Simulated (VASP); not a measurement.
# A VASP study of Cs2Ba (optB88-vdW): structure first, properties next

What structure does Cs2Ba take at this level, and what are its properties? The steps: rough relaxation of the start cell, full relaxation (optB88-vdW), second relaxation, density, ELF and potential (optB88-vdW), bands along the symmetry lines (optB88-vdW), density of states (optB88-vdW), volume scan with optB88-vdW and fit for optB88-vdW. The cell is generated by rule, not measured, and may not be a known phase.

Method: optB88-vdW; plane waves and PAW (Cs_sv, Ba_sv); invented cell, in VASP 6.6.1.

## (1) Starting point

Before any relaxation, the start is as follows. It takes space group P4/mmm (No. 123, tetragonal). Conventional cell: a = 6.755 Å, b = 6.755 Å, c = 3.802 Å, α = 90.00°, β = 90.00°, γ = 90.00°. Cs has 2 Ba at 3.38 Å nearest. Ba has 4 Cs at 3.38 Å nearest. Farther neighbours are not listed.

## (2) Rough relaxation of the start cell

The start is only an estimate, so a cheap relaxation brings it near a minimum before any careful run. optB88-vdW pairs nonlocal correlation with a B88-type exchange refitted to the binding of molecular dimers. LUSE_VDW switches on a nonlocal correlation term for dispersion.

INCAR reads:

```
SYSTEM = Cs2Ba
PREC = Normal
ENCUT = 400
EDIFF = 1E-05
NELM = 60
ISMEAR = 0
SIGMA = 0.05
LREAL = .FALSE.
ALGO = Fast
GGA = BO
AGGAC = 0
LUSE_VDW = .TRUE.
PARAM1 = 0.1833333333
PARAM2 = 0.22
LASPH = .TRUE.
NBANDS = 20
LORBIT = 11
LWAVE = .FALSE.
LCHARG = .FALSE.
IBRION = 2
NSW = 40
ISIF = 3
EDIFFG = -0.04
```

POSCAR reads:

```
Cs2Ba
1.0
    6.7554744900      0.0000000000      0.0000000000
    0.0000000000      6.7554744900      0.0000000000
    0.0000000000      0.0000000000      3.8019713400
Cs Ba
2 1
Direct
    0.0000000000      0.5000000000      0.0000000000
    0.5000000000      0.0000000000      0.0000000000
    0.0000000000      0.0000000000      0.0000000000
```

KPOINTS reads:

```
Automatic mesh
0
Gamma
3 3 4
0 0 0
```

PAW data sets: Cs_sv and Ba_sv (PBE family, release 64).

The run is started by

```
$ mpirun -np 1 vasp_std
```

The log of the run:

```text
[banner, memory and clock lines left out]
running    1 mpi-ranks, on    1 nodes
 distrk:  each k-point on    1 cores,    1 groups
 distr:  one band on    1 cores,    1 groups

 POSCAR found type information on POSCAR CsBa
 POSCAR found :  2 types and       3 ions
|                                                                             |
|               ----> ADVICE to this user running VASP <----                  |
|                                                                             |
|     You have switched on vdW-DFT.                                           |
|     This routine was written and supplied by Jiri Klimes. We recommend      |
|     that you carefully read and cite the following publications:            |
|       J. Klimes, D.R. Bowler, A. Michelides                                 |
|          J. Phys.: Cond Matt. 22 022201 (2010)                              |
|       J. Klimes, D.R. Bowler, A. Michelides                                 |
|          Phys. Rev. B. 83, 195131 (2011)                                    |
|     and references therein.                                                 |
|                                                                             |

|                                                                             |
|               ----> ADVICE to this user running VASP <----                  |
|                                                                             |
|     You enforced a specific xc type in the INCAR file but a different       |
|     [... a line on the potential file left out ...]
|     I HOPE YOU KNOW WHAT YOU ARE DOING!                                     |
|                                                                             |

 LDA part: xc-table for (Slater+PW92), standard interpolation
 POSCAR, INCAR and KPOINTS ok, starting setup
 FFT: planning ... GRIDC
 FFT: planning ... GRID_SOFT
 FFT: planning ... GRID
 WAVECAR not read
 entering main loop
       N       E                     dE             d eps       ncg     rms          rms(c)
DAV:   1     0.205919583363E+03    0.20592E+03   -0.97782E+03   360   0.935E+02
DAV:   2     0.225727474540E+02   -0.18335E+03   -0.17958E+03   492   0.201E+02
DAV:   3     0.584196337175E+01   -0.16731E+02   -0.16620E+02   456   0.646E+01
DAV:   4     0.532472826011E+01   -0.51724E+00   -0.51229E+00   560   0.104E+01
DAV:   5     0.531789987953E+01   -0.68284E-02   -0.68239E-02   476   0.987E-01    0.476E+00
RMM:   6     0.657476079907E+01    0.12569E+01   -0.14103E+00   381   0.340E+00    0.221E+00
RMM:   7     0.662614371801E+01    0.51383E-01   -0.92271E-01   390   0.240E+00    0.932E-01
RMM:   8     0.662913968606E+01    0.29960E-02   -0.71846E-02   382   0.102E+00    0.707E-01
RMM:   9     0.662707616489E+01   -0.20635E-02   -0.33641E-02   388   0.809E-01    0.121E-01
RMM:  10     0.662631199430E+01   -0.76417E-03   -0.11168E-02   424   0.291E-01    0.697E-02
RMM:  11     0.662568250204E+01   -0.62949E-03   -0.31723E-03   392   0.211E-01    0.239E-02
RMM:  12     0.662556866077E+01   -0.11384E-03   -0.15516E-03   355   0.846E-02    0.932E-03
RMM:  13     0.662551612673E+01   -0.52534E-04   -0.50760E-04   335   0.557E-02    0.463E-03
RMM:  14     0.662549286806E+01   -0.23259E-04   -0.24153E-04   294   0.265E-02    0.364E-03
RMM:  15     0.662548539597E+01   -0.74721E-05   -0.85175E-05   211   0.145E-02
   1 F= 0.66254854E+01 E0= 0.66313612E+01  d E =0.662549E+01
 curvature:   0.00 expect dE= 0.000E+00 dE for cont linesearch  0.000E+00
 trial: gam= 0.00000 g(F)=  0.000E+00 g(S)=  0.536E+00 ort = 0.000E+00 (trialstep = 0.100E+01)
 search vector abs. value=  0.536E+00
 bond charge predicted
       N       E                     dE             d eps       ncg     rms          rms(c)
DAV:   1     0.255924499608E+01   -0.40662E+01   -0.86481E+01   372   0.480E+01    0.768E+00
RMM:   2     0.533202086686E+01    0.27728E+01   -0.40891E+00   380   0.113E+01    0.388E+00
RMM:   3     0.617608888747E+01    0.84407E+00   -0.36448E+00   372   0.940E+00    0.500E-01
RMM:   4     0.615677736864E+01   -0.19312E-01   -0.30782E-01   396   0.286E+00    0.433E-01
RMM:   5     0.615322255690E+01   -0.35548E-02   -0.65888E-02   412   0.124E+00    0.268E-01
RMM:   6     0.615244883280E+01   -0.77372E-03   -0.11903E-02   436   0.473E-01    0.939E-02
RMM:   7     0.615209653129E+01   -0.35230E-03   -0.31983E-03   450   0.219E-01    0.379E-02
RMM:   8     0.615199732935E+01   -0.99202E-04   -0.12619E-03   439   0.113E-01    0.155E-02
RMM:   9     0.615195600591E+01   -0.41323E-04   -0.42659E-04   395   0.585E-02    0.486E-03
RMM:  10     0.615193713671E+01   -0.18869E-04   -0.19367E-04   318   0.312E-02    0.346E-03
RMM:  11     0.615193033169E+01   -0.68050E-05   -0.69843E-05   260   0.173E-02
   2 F= 0.61519303E+01 E0= 0.61599759E+01  d E =-.473555E+00
[...]
3 F= 0.56107046E+01 E0= 0.56158662E+01  d E =-.101478E+01
[...]
4 F= 0.56103295E+01 E0= 0.56154898E+01  d E =-.101516E+01
[...]
5 F= 0.55915630E+01 E0= 0.55978554E+01  d E =-.187666E-01
 trial-energy change:   -0.018767  1 .order   -0.019400   -0.029751   -0.009049
 step:   2.6217(harm=  2.3223)  dis= 0.00000  next Energy=     5.588900 (dE=-0.214E-01)
 bond charge predicted
       N       E                     dE             d eps       ncg     rms          rms(c)
DAV:   1     0.549793225799E+01   -0.93639E-01   -0.29413E+00   372   0.887E+00    0.123E+00
RMM:   2     0.556551968803E+01    0.67587E-01   -0.89767E-02   377   0.165E+00    0.627E-01
RMM:   3     0.558936364647E+01    0.23844E-01   -0.10290E-01   379   0.158E+00    0.107E-01
RMM:   4     0.558866299915E+01   -0.70065E-03   -0.80593E-03   392   0.480E-01    0.738E-02
RMM:   5     0.558852724291E+01   -0.13576E-03   -0.20935E-03   410   0.201E-01    0.305E-02
RMM:   6     0.558848089660E+01   -0.46346E-04   -0.55775E-04   406   0.846E-02    0.109E-02
RMM:   7     0.558844987046E+01   -0.31026E-04   -0.30096E-04   326   0.418E-02    0.551E-03
RMM:   8     0.558843213044E+01   -0.17740E-04   -0.16013E-04   265   0.238E-02    0.234E-03
RMM:   9     0.558842148355E+01   -0.10647E-04   -0.12137E-04   231   0.164E-02    0.177E-03
RMM:  10     0.558841411720E+01   -0.73663E-05   -0.77865E-05   172   0.110E-02
   6 F= 0.55884141E+01 E0= 0.55958646E+01  d E =-.219154E-01
 curvature:  -0.99 expect dE=-0.798E-04 dE for cont linesearch -0.528E-04
 trial: gam=-0.04101 g(F)=  0.295E-63 g(S)=  0.809E-04 ort = 0.101E-02 (trialstep = 0.182E+01)
 search vector abs. value=  0.301E-04
 reached required accuracy - stopping structural energy minimisation
```

The job ended after 4.4 min (1 MPI rank of AMD EPYC 7R43, shared host; peak memory 0.33 GiB).

Lines that name or quote the potential files are left out of all logs, and their timing lines are given in words.

OUTCAR, selected parts (step 2):

```text
ion  position               nearest neighbor table
   1  0.000  0.500  0.000-   3 3.38   3 3.38
   2  0.500  0.000  0.000-   3 3.38   3 3.38
   3  0.000  0.000  0.000-   1 3.38   2 3.38   1 3.38   2 3.38

  LATTYP: Found a simple tetragonal cell.
 ALAT       =     6.7554744900
 C/A-ratio  =     0.5627985637

 Subroutine GETGRP returns: Found 16 space group operations
 (whereof 16 operations were pure point group operations)

The static configuration has the point symmetry D_4h.

 Found      9 irreducible k-points:

   k-points           NKPTS =      9   k-points in BZ     NKDIM =      9   number of bands    NBANDS=     20

   dimension x,y,z NGX =    36 NGY =   36 NGZ =   20
   dimension x,y,z NGXF=    72 NGYF=   72 NGZF=   40

   ENCUT  =  400.0 eV  29.40 Ry    5.42 a.u.  11.02 11.02  6.20*2*pi/ulx,y,z

   NELECT =      28.0000    total number of electrons

 k-points in reciprocal lattice and weights: Automatic mesh
   0.00000000  0.00000000  0.00000000       0.028
   0.33333333  0.00000000  0.00000000       0.111
   0.33333333  0.33333333  0.00000000       0.111
   0.00000000  0.00000000  0.25000000       0.056
   0.33333333  0.00000000  0.25000000       0.222
   0.33333333  0.33333333  0.25000000       0.222
   0.00000000  0.00000000  0.50000000       0.028
   0.33333333  0.00000000  0.50000000       0.111
   0.33333333  0.33333333  0.50000000       0.111

 average (electrostatic) potential at core
       1 -53.2618       2 -53.2618       3 -41.0758

 E-fermi :   0.4408

 k-point     1 :       0.0000    0.0000    0.0000
  band No.  band energies     occupation
    ...
     12      -9.8895      2.00000
     13      -1.5183      2.00000
     14       0.3453      1.99313
     15       0.4004      1.74770
     16       0.4581      0.62538
     17       1.1422      0.00000
     18       1.3513      0.00000
     19       1.3514      0.00000
     20       1.6108      0.00000

 k-point     2 :       0.3333    0.0000    0.0000
  band No.  band energies     occupation
    ...
     10     -10.2925      2.00000
     11      -9.8909      2.00000
     12      -9.8900      2.00000
     13      -1.2755      2.00000
     14      -0.0908      2.00000
     15       0.5526      0.00157
     16       0.5684      0.00031
     17       1.2540      0.00000
     18       1.2616      0.00000
     19       1.4155      0.00000
    ...

 k-point     3 :       0.3333    0.3333    0.0000
  band No.  band energies     occupation
    ...
     11      -9.8907      2.00000
     12      -9.8904      2.00000
     13      -1.0023      2.00000
     14      -0.0077      2.00000
     15       0.0851      2.00000
     16       0.5589      0.00084
     17       1.2183      0.00000
     18       1.4583      0.00000
     19       1.7475      0.00000
     20       1.8971      0.00000

Total vdW correction in eV:      6.9298378

  Total        0.0329303      0.0329303      0.0534746      0.0000000      0.0000000     -0.0000000
  in kB        0.1742821      0.1742821      0.2830116      0.0000000      0.0000000     -0.0000000
  external PRESSURE =       0.2105253 kB  Pullay stress =       0.0000000 kB

  energy-cutoff  :      400.00
  volume of cell :      302.73
      direct lattice vectors                 reciprocal lattice vectors
     8.584079784  0.000000000 -0.000000000     0.116494723  0.000000000 -0.000000000
     0.000000000  8.584079784  0.000000000     0.000000000  0.116494723  0.000000000
     0.000000000 -0.000000000  4.108340717     0.000000000 -0.000000000  0.243407270

 POSITION                                       TOTAL-FORCE (eV/Angst)
 -----------------------------------------------------------------------------------
      0.00000      4.29204      0.00000         0.000000      0.000000      0.000000
      4.29204     -0.00000     -0.00000        -0.000000     -0.000000      0.000000
      0.00000     -0.00000     -0.00000         0.000000     -0.000000      0.000000
 -----------------------------------------------------------------------------------
    total drift:                               -0.000000      0.000000     -0.000000

  FREE ENERGIE OF THE ION-ELECTRON SYSTEM (eV)
  ---------------------------------------------------
  free  energy   TOTEN  =         5.5884141172 eV

  energy  without entropy=        5.6033151580  energy(sigma->0) =        5.59586464

Total vdW correction in eV:      6.9298435

 reached required accuracy - stopping structural energy minimisation

 total charge
# of ion       s       p       d       tot
------------------------------------------
    1        1.866   4.647   0.030   6.543
    2        1.866   4.647   0.030   6.543
    3        2.067   5.537   0.295   7.899
--------------------------------------------------
tot          5.799  14.831   0.356  20.986

[... 3 further parts left out ...]
```

CONTCAR:

```
Cs2Ba
   1.00000000000000
     8.5840797843982166    0.0000000000000000   -0.0000000000000000
     0.0000000000000000    8.5840797843982166    0.0000000000000000
     0.0000000000000000   -0.0000000000000000    4.1083407167058041
  Cs              Ba
     2     1
Direct
     0.0000000000000000    0.5000000000000000    0.0000000000000000
     0.5000000000000000    0.0000000000000000    0.0000000000000000
     0.0000000000000000    0.0000000000000000    0.0000000000000000
```

The k-mesh is coarse for a metal. Harder data sets than Ba_sv exist (the GW ones), and pressures, volumes and forces can shift noticeably with them. This relaxation is a rough one on cheap settings, only to bring the start near its minimum. The PAW data sets were made with PBE, which is usual practice but a small mismatch for other functionals. After so large a change of volume the plane waves of the start cell no longer fit, so the final stress carries a basis-set error. The run keeps the 16 symmetry operations of its start, so it cannot find a distortion of lower symmetry.

Relaxation path:

| step | energy less that of the first step (eV) | largest force (eV/Å) | pressure (GPa) | volume (Å³) |
| --- | --- | --- | --- | --- |
| 1 | 0.0000 | 0.0000 | 2.66 | 173.51 |
| 2 | -0.4736 | 0.0000 | 2.11 | 198.55 |
| 3 | -1.0148 | 0.0000 | 0.19 | 285.16 |
| 4 | -1.0152 | 0.0000 | 0.17 | 287.71 |
| 5 | -1.0339 | 0.0000 | 0.06 | 296.95 |
| 6 | -1.0371 | 0.0000 | 0.02 | 302.73 |

| cell as run | before | after | change |
| --- | --- | --- | --- |
| a (Å) | 6.755 | 8.584 | +27.1 % |
| b (Å) | 6.755 | 8.584 | +27.1 % |
| c (Å) | 3.802 | 4.108 | +8.1 % |
| volume (Å³/atom) | 57.84 | 100.91 | +74.5 % |

Final coordinates:

```cif
data_structure
_symmetry_space_group_name_H-M 'P 1'
_symmetry_Int_Tables_number 1
_cell_length_a 8.5841
_cell_length_b 8.5841
_cell_length_c 4.1083
_cell_angle_alpha 90.000
_cell_angle_beta 90.000
_cell_angle_gamma 90.000
_cell_volume 302.73
loop_
_atom_site_label
_atom_site_type_symbol
_atom_site_fract_x
_atom_site_fract_y
_atom_site_fract_z
_atom_site_occupancy
Cs1 Cs 0.00000 0.50000 0.00000 1
Cs2 Cs 0.50000 0.00000 0.00000 1
Ba3 Ba 0.00000 0.00000 0.00000 1
```

This step gave:

```yaml
electrons: 28
bands: 20
irreducible_k_points: 9
symmetry_operations: 16
free_energy_toten: 5.588 eV
energy_at_zero_smearing: 5.596 eV
fermi_energy: 0.4408 eV
pressure: 0.02105 GPa
metallic: yes
scf_cycles_over_all_ionic_steps: 76
```

It ends with forces that vanish by symmetry and a pressure of 0.02 GPa.

[end of part 1 of 5]

[Lines on the potential files, build, host, timing and source positions are cut from VASP's logs without a mark.]

[Logs are printed without paths, hosts, clocks, repeated set-up lines and the standing remarks that a program may print on its own settings, such as how far it seeks lower states.]

[Hosts, paths, dates, database ids (printed as entryN), source tags and the programs' standing remarks are cut or masked in the printed files.]

[A measured line is paired with the nearest computed mode of its activity, which favours agreement.]
